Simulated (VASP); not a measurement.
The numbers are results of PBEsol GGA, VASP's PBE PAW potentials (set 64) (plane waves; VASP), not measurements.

A VASP calculation is set up with these files.

INCAR:
```
SYSTEM = AgCl
PREC = Accurate
ENCUT = 500
EDIFF = 1E-6
NELM = 100
ALGO = Normal
LREAL = .FALSE.
LASPH = .TRUE.
ISMEAR = 0
SIGMA = 0.05
GGA = PS
LMAXMIX = 4
LWAVE = .FALSE.
LCHARG = .FALSE.
IBRION = 2
ISIF = 3
NSW = 40
EDIFFG = -0.02
PSTRESS = 200
```

**KPOINTS**
```
Automatic mesh
0
Gamma
9 9 9
0 0 0
```

**POSCAR**
```
AgCl
1
    0.0000000000     2.6103855440     2.6103855440
    2.6103855440     0.0000000000     2.6103855440
    2.6103855440     2.6103855440     0.0000000000
Ag Cl
1 1
Direct
  0.0000000000   0.0000000000   0.0000000000
  0.5000000000   0.5000000000   0.5000000000
```

POTCAR, in this order: Ag Cl (PBE.64 set). Program: vasp_std.

**Question.** What will the output report for the number of irreducible k-points (NKPTS), largest plane-wave count, number of space-group operations, FFT grid (NGX, NGY, NGZ)?

**Answer.** 
```
Item                                           Value
--------------------------------------  ------------
number of irreducible k-points (NKPTS)            35
largest plane-wave count                         914
number of space-group operations                  48
FFT grid (NGX, NGY, NGZ)                28 × 28 × 28
```

The compound is AgCl in the rock salt structure. This run relaxes it under an external pressure of 20 GPa. Symmetry was kept, so distortions that lower it aren't found.
